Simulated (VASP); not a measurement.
Wanted: the native input for a VASP 6.6.1 run.

| Item | Value |
| --- | --- |
| Task | single point |
| Functional | PBE |
| Potentials or basis | VASP PAW PBE potentials, release 64 (Sb, Bi_d) |
| Cutoff | 520 eV |
| k mesh | 2 × 2 × 2 |
| Occupations | fermi-dirac, width 0.05 eV |
| Spin | no spin polarisation |
| Dipole correction | no |
| Further INCAR settings | ALGO = Fast; EDIFF = 1e-06; NBANDS = 82 |

The structure of Bi2Sb lies in POSCAR:

```
Bi2Sb
1.0
    7.2213900000      0.1326850000      0.7728910000
    1.0446820000      7.7872220000      0.0195010000
    0.7209090000     -0.7634130000      7.5134030000
Sb Bi
4 8
Direct
    0.3573425274      0.9695427676      0.1629586651
    0.3811711658      0.0562782429      0.6600174055
    0.9573066740      0.2730614580      0.2823889942
    0.2082160919      0.7503888335      0.8990658858
    0.8197220174      0.9478507076      0.4569134909
    0.7577645620      0.3259333592      0.7140871538
    0.8266890808      0.6343683897      0.1888109332
    0.8025253893      0.0489431153      0.0128881560
    0.2567891943      0.3537674116      0.9627284899
    0.6551366239      0.7230070101      0.8009686742
    0.2277505512      0.7129478651      0.4652676627
    0.3732739123      0.2980816654      0.4050912831
```

The cell was built by a generator and needn't be a form met in nature.

The input as run:

INCAR

```
SYSTEM = Bi2Sb
PREC     = Accurate       ! precision mode
ENCUT    = 520            ! plane-wave cutoff, eV
EDIFF    = 1E-6           ! SCF threshold, eV
ISMEAR   = -1             ! smearing method
SIGMA    = 0.05           ! smearing width, eV
LREAL    = .FALSE.        ! projectors in reciprocal space
LASPH    = .TRUE.         ! aspherical terms in the spheres
NELM     = 100            ! most SCF steps
ALGO     = Fast           ! electronic algorithm
ISIF     = 2              ! what is computed and relaxed
LWAVE    = .FALSE.        ! write WAVECAR
LCHARG   = .FALSE.        ! write CHGCAR
GGA      = PE             ! functional
NBANDS   = 82             ! bands
```

KPOINTS

```
regular mesh
0
G
  2 2 2
  0 0 0
```

Potentials or basis: VASP PAW PBE potentials, release 64 (Sb, Bi_d).

Run with:

```bash
$ cat potpaw_PBE.64/Sb/POTCAR potpaw_PBE.64/Bi_d/POTCAR > POTCAR
$ mpirun -np 1 vasp_std > vasp.out
```

Results of the run:

| Quantity | Value |
| --- | --- |
| Pressure | 0.9 GPa |
| Largest force | 1.106 eV/Å |
| Band gap on the k mesh | none (metal or under the smearing width) |

Caveat: the k mesh is coarse (spacing up to 0.45 Å⁻¹), so the values aren't converged; spin-orbit coupling is left out, which moves the levels of the heavy elements.

Run time: 6.8 min on 1 thread of Intel(R) Xeon(R) Platinum 8559C (Emerald Rapids), with other jobs on the host, peak memory 0.53 GiB.
